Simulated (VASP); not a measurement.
The system is HfB.

```
Hf B
1.0
     0.00000    2.31000    2.31000
     2.31000    0.00000    2.31000
     2.31000    2.31000    0.00000
Hf B
1 1
Direct
  0.50000 0.50000 0.50000
  0.00000 0.00000 0.00000
```

| Quantity | Value |
| --- | --- |
| Program | VASP 6.6.1 |
| Task | relaxation of cell and atoms |
| Functional | AM05 |
| Potentials or basis | VASP PAW PBE potentials, release 64 (Hf_pv, B) |
| Cutoff | 600 eV |
| k mesh | 10 × 10 × 10 |
| Occupations | fermi-dirac, width 0.05 eV |
| Spin | no spin polarisation |

At the start: pressure 23.4 GPa; volume 12.33 Å³/atom.

How do energy, volume and symmetry change on relaxing?

Over 18 steps the energy falls by 91.5 meV/atom and the volume is 13.69 Å³/atom (+11.1 %); space group Fm-3m (No. 225, to 0.05 Å).

Step by step:
```
step  energy change (eV)  largest force (eV/Å)  pressure (GPa)  volume (Å³)
   1              0.0000                0.0000           23.39        24.65
   2              0.1132                0.0000          -19.84        31.65
   3             -0.1829                0.0000           -0.63        27.48
   4             -0.1831                0.0000           -0.07        27.40
   5             -0.1830                0.0000            0.31        27.34
   6             -0.1830                0.0000            0.31        27.34
   7             -0.1830                0.0000            0.27        27.35
   8             -0.1830                0.0000            0.27        27.35
   9             -0.1830                0.0000            0.27        27.35
  10             -0.1830                0.0000            0.27        27.35
  11             -0.1830                0.0000            0.27        27.35
  12             -0.1830                0.0000            0.27        27.35
  13             -0.1830                0.0000            0.25        27.35
  14             -0.1830                0.0000            0.23        27.35
  15             -0.1830                0.0000            0.18        27.36
  16             -0.1831                0.0000            0.09        27.37
  17             -0.1831                0.0000           -0.09        27.40
  18             -0.1831                0.0000           -0.02        27.39
```

Final structure:
```xyz
2
Lattice="0.0000 2.3924 2.3924 2.3924 0.0000 2.3924 2.3924 2.3924 0.0000" Properties=species:S:1:pos:R:3 pbc="T T T"
Hf    2.3924    2.3924    2.3924
B     0.0000    0.0000    0.0000
```

Caveat: the PAW data sets were made with another functional, which shifts forces and pressure a little.
